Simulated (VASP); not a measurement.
Energy against volume of Ni₃Si (L1_2). These are TPSS meta-GGA, VASP's PBE PAW potentials (set 64) (plane waves; VASP 6.6.1) values and carry that method's errors. Settings: 520 eV cut-off, 9×9×9 Γ-centred mesh, first-order Methfessel-Paxton smearing of 0.10 eV, potentials Si Ni.

```
V (Å³/atom)  E (eV/atom)
-----------  -----------
10.119         -12.93485
10.432         -12.94243
10.745         -12.93610
11.058         -12.91808
```

Problem. Fit these four points and predict the energy of the run at 9.806 Å³/atom.

Solution. A cubic in V^(−2/3), the third-order Birch-Murnaghan form, passes through the four points with V0 = 10.44 Å³/atom and B0 = 236 GPa, and gives -12.9108 eV/atom there. The run gave -12.9107 eV/atom, +0.1 meV/atom from the fit; all five points give B0 = 236 GPa.

The compound is Ni3Si in the L1_2 structure. It was relaxed first. The run is not spin-polarised, so no magnetic state was tried.
